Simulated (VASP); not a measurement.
Input:

```xyz
6
Lattice="4.5947 0.0000 0.0000 0.0000 4.5947 0.0000 0.0000 0.0000 2.9437" Properties=species:S:1:pos:R:3 pbc="T T T"
Ti     0.0000     0.0000     0.0000
Ti     2.2974     2.2974     1.4719
O      1.3980     1.3980     0.0000
O      3.6954     0.8993     1.4719
O      0.8993     3.6954     1.4719
O      3.1967     3.1967     0.0000
```

The numbers are results of PBEsol GGA, VASP's PBE PAW potentials (set 64) (plane waves; VASP 6.6.1), not measurements. Settings: 520 eV cut-off, Gaussian smearing of 0.050 eV, potentials Ti_sv O.

**Question.** Give the energies of bands 14 to 27 at the high-symmetry points, in eV from the valence-band maximum.

**Answer.** 
```json
[
 {"band": "14", "Γ": "-5.42", "X": "-5.00", "M": "-5.62", "Z": "-4.55", "R": "-5.15", "A": "-4.82"},
 {"band": "15", "Γ": "-5.04", "X": "-3.78", "M": "-3.91", "Z": "-3.80", "R": "-4.05", "A": "-4.64"},
 {"band": "16", "Γ": "-3.84", "X": "-3.78", "M": "-3.91", "Z": "-3.80", "R": "-4.05", "A": "-4.64"},
 {"band": "17", "Γ": "-3.84", "X": "-3.32", "M": "-2.92", "Z": "-3.66", "R": "-3.32", "A": "-3.57"},
 {"band": "18", "Γ": "-2.61", "X": "-3.32", "M": "-2.92", "Z": "-3.66", "R": "-3.32", "A": "-3.57"},
 {"band": "19", "Γ": "-2.61", "X": "-3.10", "M": "-2.25", "Z": "-2.81", "R": "-2.41", "A": "-2.78"},
 {"band": "20", "Γ": "-1.98", "X": "-3.10", "M": "-2.25", "Z": "-2.81", "R": "-2.41", "A": "-2.78"},
 {"band": "21", "Γ": "-0.69", "X": "-1.64", "M": "-1.30", "Z": "-2.42", "R": "-2.08", "A": "-1.31"},
 {"band": "22", "Γ": "-0.46", "X": "-1.64", "M": "-1.30", "Z": "-2.42", "R": "-2.08", "A": "-1.31"},
 {"band": "23", "Γ": "-0.46", "X": "-0.76", "M": "-1.09", "Z": "-1.45", "R": "-1.06", "A": "-0.68"},
 {"band": "24", "Γ": "0.00", "X": "-0.76", "M": "-1.09", "Z": "-1.45", "R": "-1.06", "A": "-0.68"},
 {"band": "25", "Γ": "1.83", "X": "2.50", "M": "1.86", "Z": "2.97", "R": "1.87", "A": "2.58"},
 {"band": "26", "Γ": "2.10", "X": "2.50", "M": "1.86", "Z": "2.97", "R": "1.87", "A": "2.58"},
 {"band": "27", "Γ": "2.41", "X": "3.03", "M": "2.52", "Z": "3.21", "R": "3.23", "A": "3.19"}
]
```

The gap is direct, 1.83 eV, from the valence maximum at Γ to the conduction minimum at Γ.

The compound is TiO2 in the rutile structure. It was relaxed first.
